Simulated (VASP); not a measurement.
GaN (wurtzite), at 0.96 of the tabulated volume:

```
GaN
1.0
    1.57344    -2.72528     0.00000
    1.57344     2.72528     0.00000
    0.00000     0.00000     5.11986
Ga N
2 2
Direct
  0.66667   0.33333   0.50000
  0.33333   0.66667   0.00000
  0.66667   0.33333   0.87700
  0.33333   0.66667   0.37700
```

The lowest empty band near Γ, direction a*, from PBE with spin-orbit coupling in VASP (PAW); its two spin partners are averaged. The gap over the points computed is 2.18 eV, and the next band on that side lies 2.32 eV away at the edge.

Settings: 520 eV cut-off, 9×9×5 Γ-centred mesh, Gaussian smearing of 0.050 eV, potentials Ga_d N.

```json
[
 {"distance from the edge in k (1/Å)": "0.018", "distance in energy (meV)": "6.3"},
 {"distance from the edge in k (1/Å)": "0.025", "distance in energy (meV)": "12.1"},
 {"distance from the edge in k (1/Å)": "0.035", "distance in energy (meV)": "23.6"},
 {"distance from the edge in k (1/Å)": "0.050", "distance in energy (meV)": "47.7"},
 {"distance from the edge in k (1/Å)": "0.070", "distance in energy (meV)": "91.3"}
]
```

**Question.** Fit E(1 + αE) = ħ²k²/2m* (ħ²/2m0 = 3.810 eV Å²) and predict the row at 0.095 1/Å.

**Answer.** Least squares on the energies gives the electron mass m* = 0.195 m0 and α = 0.53 per eV, and so 162.3 meV. The run gave 162.2 meV, -0.1 meV from the fit.

Left out are points under 3 meV from the edge, since the levels carry 0.1 meV, and points farther than half the way to the next band.

The compound is GaN in the wurtzite structure. The cell was not relaxed at this level.
